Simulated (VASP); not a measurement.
Data:

```
CELL_PARAMETERS angstrom
      5.75876     0.00000     0.00000
     -1.79581     5.47160     0.00000
      0.00000     0.00000    20.70930
ATOMIC_POSITIONS crystal
  Sn 0.65261 0.34739 0.33801
  Sn 0.27147 0.72853 0.39410
  Sn 0.89032 0.10968 0.45019
  Sn 0.50918 0.49082 0.50628
  Sn 0.12803 0.87197 0.56237
  Sn 0.74689 0.25311 0.61846
  O  0.95858 0.65336 0.33801
  O  0.34664 0.04142 0.33801
  O  0.66968 0.33032 0.43763
  O  0.87325 0.12675 0.35057
  O  0.19629 0.41565 0.45019
  O  0.58435 0.80371 0.45019
  O  0.90739 0.09261 0.54981
  O  0.11096 0.88904 0.46275
  O  0.43400 0.17794 0.56237
  O  0.82206 0.56600 0.56237
  O  0.14511 0.85489 0.66199
  O  0.34867 0.65133 0.57493
```

Computed with PBEsol GGA, VASP's PBE PAW potentials (set 64) (plane waves; VASP). Run with LREAL = Auto, 400 eV cut-off, 3×3×1 Γ-centred mesh, Fermi-Dirac smearing of 0.10 eV, potentials Sn_d O.

The cell holds a wide vacuum, so values per volume refer to the whole cell.

Q: Give the energies of bands 67 to 80 at the high-symmetry points, in eV from the Fermi level.

A: 
```tsv
band	Γ	C	Y2	V2
67	-1.11	-1.26	-1.27	-1.18
68	-1.07	-1.18	-1.13	-1.04
69	-1.04	-1.07	-1.12	-1.01
70	-0.99	-1.02	-1.07	-0.96
71	-0.86	-0.85	-0.96	-0.79
72	-0.70	-0.70	-0.74	-0.69
73	-0.54	-0.58	-0.56	-0.61
74	-0.50	-0.55	-0.55	-0.57
75	-0.41	-0.51	-0.51	-0.45
76	-0.29	-0.32	-0.33	-0.16
77	-0.10	-0.18	-0.14	-0.13
78	0.00	-0.08	-0.11	-0.03
79	0.02	0.09	0.07	0.14
80	0.12	0.75	0.28	1.05
```

It has no gap at this level: it comes out as a metal or semimetal.

The cell is a sheet with vacuum, built from a database entry that may be metastable or hypothetical.
